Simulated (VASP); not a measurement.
Computed with PW91 GGA, VASP's PBE PAW potentials (set 64) (plane waves; VASP). For the first row: Run with 520 eV cut-off, 13×13×13 Γ-centred mesh, first-order Methfessel-Paxton smearing of 0.10 eV, potentials Si Mo_sv.

```
system              energy (eV/atom)
------------------  ----------------
MoSi2 (MoSi2 type)           -7.6853
Si (diamond)                 -5.4147
Mo (bcc)                    -10.8956
```

The references are the elements' solids at the same level; no temperature or zero-point terms are added.

Question: What is the formation energy per atom of MoSi2?

Answer: The references average (2×(-5.4147) + 1×(-10.8956))/3 = -7.2417 eV, so the formation energy is -7.6853 − (-7.2417) = -0.444 eV/atom.
